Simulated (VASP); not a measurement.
Set up this calculation in VASP 6.6.1, as the native input.

```yaml
Task: relaxation of cell and atoms
Functional: vdW-DF-cx
Potentials_or_basis: VASP PAW PBE potentials, release 64 (Ge_d, C, H)
Cutoff: 600 eV
k_mesh: 7 × 7 × 3
Occupations: gaussian, width 0.05 eV
Spin: no spin polarisation
Further_INCAR_settings: ALGO = Normal; EDIFF = 1e-06; IBRION = 2; EDIFFG = -0.01; NSW = 40; ISIF = 3
```

The structure of GeH3C lies in POSCAR:

```
GeH3C
1.0
    4.0495480000      0.0000000000      0.0000000000
   -2.0247740000      3.5070110000      0.0000000000
    0.0000000000      0.0000000000      8.0433630000
Ge C H
2 2 6
Direct
    0.3333330000      0.6666670000      0.5477350000
    0.6666670000      0.3333330000      0.4522650000
    0.3333330000      0.6666670000      0.7944030000
    0.6666670000      0.3333330000      0.2055970000
    0.6095510583      0.8920946425      0.8420870000
    0.1079057645      0.7174566635      0.8420870000
    0.2825437105      0.3904493486      0.8420870000
    0.3904489417      0.1079053575      0.1579130000
    0.8920942355      0.2825433365      0.1579130000
    0.7174562895      0.6095506514      0.1579130000
```

The cell comes from a database or a generator and needn't be the stable form of this composition.

One way to write it, as run:

INCAR

```
SYSTEM = GeH3C
PREC = Accurate ; ENCUT = 600
EDIFF = 1E-6 ; ISMEAR = 0
SIGMA = 0.05 ; LREAL = .FALSE.
LASPH = .TRUE. ; NELM = 80
ALGO = Normal ; ISIF = 3
LWAVE = .FALSE. ; LCHARG = .FALSE.
GGA = CX ; LUSE_VDW = .TRUE.
AGGAC = 0.0 ; IBRION = 2
NSW = 40 ; EDIFFG = -0.01
```

KPOINTS

```
regular mesh
0
G
  7 7 3
  0 0 0
```

Potentials or basis: VASP PAW PBE potentials, release 64 (Ge_d, C, H).

Run with:

```bash
$ cat potpaw_PBE.64/Ge_d/POTCAR potpaw_PBE.64/C/POTCAR potpaw_PBE.64/H/POTCAR > POTCAR
$ mpirun -np 1 vasp_std > vasp.out
```

It gave:

```json
{"Relaxed volume": "11.31 Å³/atom", "Relaxed cell": "a = 4.024 Å, b = 4.024 Å, c = 8.065 Å, α = 90.00°, β = 90.00°, γ = 120.00°", "Space group after relaxing (to 0.05 Å)": "P-3 (No. 147)", "Energy gained by relaxing": "0.3 meV/atom", "Ionic steps": "17", "Pressure after relaxing": "0.0 GPa", "Largest force after relaxing": "0.007 eV/Å", "Band gap on the k mesh": "0.98 eV, direct"}
```

Caveat: the PAW data sets were made with another functional, which shifts forces and pressure a little; an odd mesh through Γ misses points on the zone boundary, where band edges often lie.

It took 31 min on 1 thread of Intel(R) Xeon(R) Platinum 8259CL CPU @ 2.50GHz (Skylake/Cascade Lake) (shared host), peak memory 0.64 GiB.
